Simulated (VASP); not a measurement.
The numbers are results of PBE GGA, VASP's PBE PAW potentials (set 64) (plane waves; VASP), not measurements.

Input for VASP

**POSCAR**
```
FePt
1
    2.7744000000     0.0000000000     0.0000000000
    0.0000000000     2.7744000000     0.0000000000
    0.0000000000     0.0000000000     3.7842000000
Fe Pt
1 1
Direct
  0.0000000000   0.0000000000   0.0000000000
  0.5000000000   0.5000000000   0.5000000000
```

File KPOINTS:
```
K-points
0
gamma
4 4 3
0 0 0
```

**INCAR**
```
ALGO = Normal
EDIFF = 1E-6
ENCUT = 400
GGA = PE
ISIF = 2
ISMEAR = 1
ISPIN = 2
LASPH = .TRUE.
LCHARG = .FALSE.
LMAXMIX = 6
LORBIT = 10
LREAL = .FALSE.
LWAVE = .FALSE.
MAGMOM = 3.0 0.0
NELM = 100
PREC = Accurate
SIGMA = 0.1
SYSTEM = FePt
```

POTCAR, in this order: Fe Pt (PBE.64 set). Program: vasp_std.

Output of the run:

**OUTCAR**
```
 ion  position               nearest neighbor table
   1  0.000  0.000  0.000-   2 2.73   2 2.73   2 2.73   2 2.73   2 2.73   2 2.73   2 2.73   2 2.73
  LATTYP: Found a simple tetragonal cell.
 ALAT       =     2.7744000000
 C/A-ratio  =     1.3639705882
 Subroutine PRICEL returns:
 Original cell was already a primitive cell.
 Subroutine GETGRP returns: Found 16 space group operations
The static configuration has the point symmetry D_4h.
The dynamic configuration has the point symmetry D_4h.
The overall configuration has the point symmetry D_4h.
 Subroutine INISYM returns: Found 16 space group operations
 Subroutine IBZKPT returns following result:
 Found     12 irreducible k-points:

 Following reciprocal coordinates:
            Coordinates               Weight
  0.000000  0.000000  0.000000      1.000000
  0.250000  0.000000  0.000000      4.000000
  0.500000  0.000000  0.000000      2.000000
  0.250000  0.250000  0.000000      4.000000
  0.500000  0.250000  0.000000      4.000000
  0.500000  0.500000  0.000000      1.000000
  0.000000  0.000000  0.333333      2.000000
  0.250000  0.000000  0.333333      8.000000
  0.500000  0.000000  0.333333      4.000000
  0.250000  0.250000  0.333333      8.000000
  0.500000  0.250000  0.333333      8.000000
  0.500000  0.500000  0.333333      2.000000
   k-points           NKPTS =     12   k-points in BZ     NKDIM =     12   number of bands    NBANDS=     15
   number of dos      NEDOS =    301   number of ions     NIONS =      2
   total plane-waves  NPLWV =   9072
   dimension x,y,z NGX =    18 NGY =   18 NGZ =   28
   dimension x,y,z NGXF=    36 NGYF=   36 NGZF=   56
   ions per type =               1   1
   PREC   = accura    normal or accurate (medium, high low for compatibility)
   ISTART =      0    job   : 0-new  1-cont  2-samecut
   ICHARG =      2    charge: 1-file 2-atom 10-const
   ISPIN  =      2    spin polarized calculation?
   LNONCOLLINEAR =      F non collinear calculations
   LSORBIT =      F    spin-orbit coupling
   INIWAV =      1    electr: 0-lowe 1-rand  2-diag
   ENCUT  =  400.0 eV  29.40 Ry    5.42 a.u.   4.52  4.52  6.17*2*pi/ulx,y,z
   NELM   =    100;   NELMIN=  2; NELMDL= -5     # of ELM steps
   EDIFF  = 0.1E-05   stopping-criterion for ELM
   LREAL  =      F    real-space projection
   NLSPLINE    = F    spline interpolate recip. space projectors
   LMAXMIX     =    6 max onsite mixed and CHGCAR
   VOSKOWN=      0    Vosko Wilk Nusair interpolation
   EDIFFG = 0.1E-04   stopping-criterion for IOM
   NSW    =      0    number of steps for IOM
   NBLOCK =      1;   KBLOCK =      1    inner block; outer block
   IBRION =     -1    ionic relax: 0-MD 1-quasi-New 2-CG
   NFREE  =      0    steps in history (QN), initial steepest desc. (CG)
   ISIF   =      2    stress and relaxation
   ISYM   =      2    0-nonsym 1-usesym 2-fastsym
   TEIN   =    0.0    initial temperature
   TEBEG  =    0.0;   TEEND  =   0.0 temperature during run
   SMASS  =  -3.00    Nose mass-parameter (am)
   PSTRESS=    0.0 pullay stress
   NELECT =      18.0000    total number of electrons
   EFERMI =   0.00;   METHOD = LEGACY
   ISMEAR =     1;   SIGMA  =   0.10  broadening in eV -4-tet -1-fermi 0-gaus
   IALGO  =     38    algorithm
   LDIAG  =      T    sub-space diagonalisation (order eigenvalues)
   IMIX   =      4    mixing-type and parameters
     AMIX     =   0.40;   BMIX     =  1.00
     AMIX_MAG =   1.60;   BMIX_MAG =  1.00
     AMIN     =   0.10
   GGA     = PE    functional components
   VOSKOWN =     0    Vosko Wilk Nusair interpolation
   LHFCALC =     F    Hartree Fock is set to
   LHFONE  =     F    Hartree Fock one center treatment
   AEXX    =    0.0000 exact exchange contribution
   IVDW    =     0    specifies the selected vdW correction
...
```

File OSZICAR:
```
       N       E                     dE             d eps       ncg     rms          rms(c)
DAV:   1     0.807823982848E+02    0.80782E+02   -0.74648E+03   760   0.108E+03
DAV:   2    -0.132560276611E+02   -0.94038E+02   -0.84036E+02   748   0.232E+02
DAV:   3    -0.161043600964E+02   -0.28483E+01   -0.27428E+01   881   0.484E+01
DAV:   4    -0.161368782863E+02   -0.32518E-01   -0.32504E-01   846   0.452E+00
DAV:   5    -0.161377943977E+02   -0.91611E-03   -0.91609E-03   934   0.847E-01    0.162E+01
DAV:   6    -0.176546818880E+02   -0.15169E+01   -0.15333E+01   778   0.834E+01    0.258E+01
DAV:   7    -0.149169474852E+02    0.27377E+01   -0.93289E+00   913   0.760E+01    0.754E+00
DAV:   8    -0.148624929660E+02    0.54455E-01   -0.37903E-01   895   0.955E+00    0.373E+00
DAV:   9    -0.148328768701E+02    0.29616E-01   -0.40734E-02  1053   0.428E+00    0.191E+00
DAV:  10    -0.148234251493E+02    0.94517E-02   -0.20062E-02   959   0.351E+00    0.132E+00
DAV:  11    -0.148251155128E+02   -0.16904E-02   -0.70386E-03   969   0.147E+00    0.707E-01
DAV:  12    -0.148242784501E+02    0.83706E-03   -0.20017E-03   963   0.789E-01    0.360E-01
DAV:  13    -0.148243290525E+02   -0.50602E-04   -0.21315E-04   939   0.192E-01    0.116E-01
DAV:  14    -0.148243740375E+02   -0.44985E-04   -0.24542E-04   980   0.131E-01    0.349E-02
DAV:  15    -0.148243718271E+02    0.22104E-05   -0.54170E-06   992   0.435E-02    0.225E-02
DAV:  16    -0.148243695958E+02    0.22312E-05   -0.59371E-06   852   0.552E-02    0.162E-02
DAV:  17    -0.148243692503E+02    0.34552E-06   -0.83214E-07   501   0.205E-02
   1 F= -.14824369E+02 E0= -.14823152E+02  d E =-.365093E-02  mag=     3.3441
```

OUTCAR:
```
------------------------ aborting loop because EDIFF is reached ----------------------------------------
  FORCE on cell =-STRESS in cart. coord.  units (eV):
  Direction    XX          YY          ZZ          XY          YZ          ZX
  --------------------------------------------------------------------------------------
  Total       -2.1593644     -2.1593644     -0.0818733      0.0000000     -0.0000000     -0.0000000
  in kB     -118.7747952   -118.7747952     -4.5034005      0.0000000     -0.0000000     -0.0000000
  external PRESSURE =     -80.6843303 kB  Pullay stress =       0.0000000 kB
  volume of cell :       29.13
      direct lattice vectors                 reciprocal lattice vectors
     2.774400000  0.000000000  0.000000000     0.360438293  0.000000000  0.000000000
     0.000000000  2.774400000  0.000000000     0.000000000  0.360438293  0.000000000
     0.000000000  0.000000000  3.784200000     0.000000000  0.000000000  0.264256646
 POSITION                                       TOTAL-FORCE (eV/Angst)
 -----------------------------------------------------------------------------------
      0.00000      0.00000      0.00000         0.000000      0.000000      0.000000
      1.38720      1.38720      1.89210         0.000000      0.000000      0.000000
 -----------------------------------------------------------------------------------
    total drift:                                0.000000     -0.000000     -0.000000
  FREE ENERGIE OF THE ION-ELECTRON SYSTEM (eV)
  ---------------------------------------------------
  free  energy   TOTEN  =       -14.8243692503 eV

  energy  without entropy=      -14.8207183172  energy(sigma->0) =      -14.82315227

 total charge

# of ion       s       p       d       tot
------------------------------------------
    1        0.393   0.405   6.092   6.891
    2        0.688   0.606   8.006   9.301
--------------------------------------------------
tot          1.082   1.012  14.099  16.192

 magnetization (x)

# of ion       s       p       d       tot
------------------------------------------
    1        0.006  -0.009   3.055   3.052
    2       -0.020  -0.066   0.366   0.280
--------------------------------------------------
tot         -0.014  -0.074   3.420   3.332
```
(Selected blocks of OUTCAR.)

File OUTCAR:
```
 val. band max:        8.2016047075   @ k =   0.2500   0.2500   0.0000

 cond. band min:       8.2588323680   @ k =   0.2500   0.2500   0.3333


 Fermi energy:         8.2191214628

 spin component 1

 k-point     1 :       0.0000    0.0000    0.0000
  band No.  band energies     occupation
      1      -1.2010      1.00000
      2       2.0208      1.00000
      3       2.1424      1.00000
      4       4.6879      1.00000
      5       4.6879      1.00000
      6       5.1609      1.00000
      7       5.8675      1.00000
      8       6.0487      1.00000
      9       7.3121      1.00000
     10       7.4807      1.00000
     11       7.4807      1.00000
     12      10.2509      0.00000
     13      17.1366      0.00000
     14      19.2771      0.00000
     15      19.2771      0.00000

 k-point     2 :       0.2500    0.0000    0.0000
  band No.  band energies     occupation
      1       0.2029      1.00000
      2       2.6156      1.00000
      3       3.1638      1.00000
      4       4.1500      1.00000
      5       5.0937      1.00000
      6       5.2730      1.00000
      7       5.4907      1.00000
      8       5.5921      1.00000
      9       6.3138      1.00000
     10       6.3348      1.00000
     11       7.1080      1.00000
     12      13.7762      0.00000
     13      13.8494      0.00000
     14      17.4092      0.00000
     15      21.7618      0.00000

 k-point     3 :       0.5000    0.0000    0.0000
  band No.  band energies     occupation
      1       2.1176      1.00000
      2       3.4772      1.00000
      3       3.7904      1.00000
      4       3.8608      1.00000
      5       4.6675      1.00000
      6       4.6931      1.00000
      7       5.3488      1.00000
      8       5.5202      1.00000
      9       5.8744      1.00000
     10       6.3586      1.00000
     11       7.9914      1.00296
     12       9.7031     -0.00000
     13      18.0893      0.00000
...
```

Unless said otherwise, spin-orbit coupling is left out, though it shifts the bands of the heavy elements here.

The compound is FePt in the L1_0 structure. The cell was not relaxed at this level. The k-mesh is coarse (spacing up to 0.57 per Å, 2π included), so the numbers may not be converged in it. The run is one of a series of settings (KPOINTS 4×4×3 Γ-centred mesh against the base run), some of them coarse on purpose.
